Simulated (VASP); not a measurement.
Computed with TPSS meta-GGA, VASP's PBE PAW potentials (set 64) (plane waves; VASP).

VASP ran on this input.

**KPOINTS**
```
Regular mesh
0
gamma
 8 8 8
0 0 0
```

**POSCAR**
```
CdF2
3.8449240
  0.0000000000   0.7071067195   0.7071067195
  0.7071067195   0.0000000000   0.7071067195
  0.7071067195   0.7071067195   0.0000000000
Cd F
1 2
Cart
  0.0000000000   0.0000000000   0.0000000000
  0.3535533597   0.3535533597   0.3535533597
  1.0606600792   1.0606600792   1.0606600792
```

### INCAR
```
# general
SYSTEM   =  CdF2
PREC     =  Accurate
ENCUT    =  520   # plane-wave cut-off (eV)
LREAL    =  .FALSE.   # projection in real space or not
LASPH    =  .TRUE.   # aspherical one-centre terms

# electronic loop
EDIFF    =  1E-7
NELM     =  100   # most electronic steps
ALGO     =  Normal
LMAXMIX  =  4   # l cut-off of mixed one-centre charges
LMIXTAU  =  .TRUE.

# smearing
ISMEAR   =  -5   # tetrahedra, Bloechl

# functional
METAGGA  =  TPSS

# ions
ISIF     =  2   # forces and stress, cell fixed

# output
LWAVE    =  .FALSE.
LCHARG   =  .FALSE.
LORBIT   =  11   # lm-projected
NEDOS    =  601

# other
LEFG     =  .TRUE.
```

**KPOINTS_OPT**
```
k-points along high-symmetry lines
10
Line-mode
Reciprocal
  0.000000   0.000000   0.000000 ! GAMMA
  0.500000   0.000000   0.500000 ! X

  0.500000   0.000000   0.500000 ! X
  0.625000   0.250000   0.625000 ! U

  0.375000   0.375000   0.750000 ! K
  0.000000   0.000000   0.000000 ! GAMMA

  0.000000   0.000000   0.000000 ! GAMMA
  0.500000   0.500000   0.500000 ! L

  0.500000   0.500000   0.500000 ! L
  0.500000   0.250000   0.750000 ! W

  0.500000   0.250000   0.750000 ! W
  0.500000   0.000000   0.500000 ! X
```

POTCAR, in this order: Cd F (PBE.64 set). Program: vasp_std.

The run wrote:

OSZICAR:
```
       N       E                     dE             d eps       ncg     rms          rms(c)
DAV:   1     0.212508854294E+03    0.21251E+03   -0.15626E+04   986   0.155E+03
DAV:   2    -0.391235129581E+01   -0.21642E+03   -0.21230E+03  1117   0.410E+02
DAV:   3    -0.134798030788E+02   -0.95675E+01   -0.95521E+01  1097   0.992E+01
DAV:   4    -0.135296034066E+02   -0.49800E-01   -0.49785E-01  1157   0.685E+00
DAV:   5    -0.135297804119E+02   -0.17701E-03   -0.17700E-03  1044   0.351E-01    0.109E+01
DAV:   6    -0.247741829841E+02   -0.11244E+02   -0.10621E+02   986   0.153E+02    0.109E+01
DAV:   7    -0.248768803926E+02   -0.10270E+00   -0.50917E-01  1007   0.132E+01    0.917E+00
DAV:   8    -0.247371601285E+02    0.13972E+00   -0.12116E+01   998   0.441E+01    0.551E+00
DAV:   9    -0.246347778233E+02    0.10238E+00   -0.34743E+00  1018   0.233E+01    0.144E+00
DAV:  10    -0.246575297814E+02   -0.22752E-01   -0.10337E+00  1080   0.156E+01    0.132E+00
DAV:  11    -0.245029890817E+02    0.15454E+00   -0.20201E-01   986   0.536E+00    0.494E-01
DAV:  12    -0.245153800499E+02   -0.12391E-01   -0.18857E-02  1020   0.138E+00    0.105E-01
DAV:  13    -0.245055395386E+02    0.98405E-02   -0.80058E-03   987   0.117E+00    0.255E-01
DAV:  14    -0.245132281163E+02   -0.76886E-02   -0.13916E-02   986   0.158E+00    0.509E-02
DAV:  15    -0.245201381418E+02   -0.69100E-02   -0.18984E-03  1026   0.585E-01    0.540E-02
DAV:  16    -0.245202183677E+02   -0.80226E-04   -0.90656E-05  1020   0.117E-01    0.289E-02
DAV:  17    -0.245201932363E+02    0.25131E-04   -0.12946E-04  1030   0.137E-01    0.126E-02
DAV:  18    -0.245202798305E+02   -0.86594E-04   -0.36322E-05   986   0.758E-02    0.667E-03
DAV:  19    -0.245203083079E+02   -0.28477E-04   -0.33713E-06  1070   0.261E-02    0.377E-03
DAV:  20    -0.245203058752E+02    0.24327E-05   -0.16938E-06   989   0.142E-02    0.124E-03
DAV:  21    -0.245203087425E+02   -0.28673E-05   -0.16713E-07   862   0.607E-03    0.158E-03
DAV:  22    -0.245203086957E+02    0.46765E-07   -0.12067E-07   725   0.490E-03
   1 F= -.24520309E+02 E0= -.24520309E+02  d E =0.000000E+00
       N       E                     dE             ncg
       N       E                     dE             ncg
       N       E                     dE             ncg
```

**OUTCAR**
```
------------------------ aborting loop because EDIFF is reached ----------------------------------------
  FORCE on cell =-STRESS in cart. coord.  units (eV):
  Direction    XX          YY          ZZ          XY          YZ          ZX
  --------------------------------------------------------------------------------------
  Total        0.0522798      0.0522798      0.0522798     -0.0000000      0.0000000     -0.0000000
  in kB        2.0839921      2.0839921      2.0839921     -0.0000000      0.0000000     -0.0000000
  external PRESSURE =       2.0839921 kB  Pullay stress =       0.0000000 kB
  volume of cell :       40.19
      direct lattice vectors                 reciprocal lattice vectors
     0.000000000  2.718771596  2.718771596    -0.183906585  0.183906585  0.183906585
     2.718771596  0.000000000  2.718771596     0.183906585 -0.183906585  0.183906585
     2.718771596  2.718771596  0.000000000     0.183906585  0.183906585 -0.183906585
 POSITION                                       TOTAL-FORCE (eV/Angst)
 -----------------------------------------------------------------------------------
      0.00000      0.00000      0.00000         0.000000     -0.000000     -0.000000
      1.35939      1.35939      1.35939        -0.000000     -0.000000     -0.000000
      4.07816      4.07816      4.07816         0.000000      0.000000      0.000000
 -----------------------------------------------------------------------------------
    total drift:                               -0.000000      0.000000      0.000000
  FREE ENERGIE OF THE ION-ELECTRON SYSTEM (eV)
  ---------------------------------------------------
  free  energy   TOTEN  =       -24.5203086957 eV

  energy  without entropy=      -24.5203086957  energy(sigma->0) =      -24.52030870

 total charge

# of ion       s       p       d       tot
------------------------------------------
    1        0.215   0.180   9.665  10.061
    2        1.706   4.332   0.000   6.039
    3        1.706   4.332   0.000   6.039
--------------------------------------------------
tot          3.628   8.845   9.665  22.138

 Electric field gradients after diagonalization (V/A^2)
 (convention: |V_zz| > |V_xx| > |V_yy|)
----------------------------------------------------------------------
 ion       V_xx      V_yy      V_zz     asymmetry (V_yy - V_xx)/ V_zz
----------------------------------------------------------------------
   1      -0.002    -0.002     0.004       0.000
   2       0.003     0.003    -0.005       0.000
   3       0.003     0.003    -0.005       0.000
```
(Selected blocks of OUTCAR.)

The compound is CdF2 in the fluorite structure. It was relaxed first.
